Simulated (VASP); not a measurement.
Given:

```
CELL_PARAMETERS angstrom
      2.10127    -5.83139     0.00000
      2.10127     5.83139     0.00000
      0.00000     0.00000     4.36539
ATOMIC_POSITIONS crystal
  Pb 0.62541 0.37459 0.75000
  Pb 0.37459 0.62541 0.25000
  Se 0.86549 0.13451 0.75000
  Se 0.13451 0.86549 0.25000
```

The numbers are results of LDA (Ceperley-Alder, Perdew-Zunger), VASP's LDA PAW potentials (set 64) (plane waves; VASP), not measurements. Run with 400 eV cut-off, Gaussian smearing of 0.050 eV, potentials Pb_d Se.

Unless said otherwise, spin-orbit coupling is left out, though it shifts the bands of the heavy elements here.

Question: What does the run give for the band gap (along the path) with the smallest direct gap where there is one?

Answer: 
The band gap (along the path) comes out as 0.60 eV and the smallest direct gap (along the path) comes out as 0.60 eV.

Only differences to runs with the same potentials and settings are physical.

The structure comes from a computed database's PbSe entry (Cmcm); how it stands against other phases isn't given here. It was relaxed first, which changed the volume by -9 %.
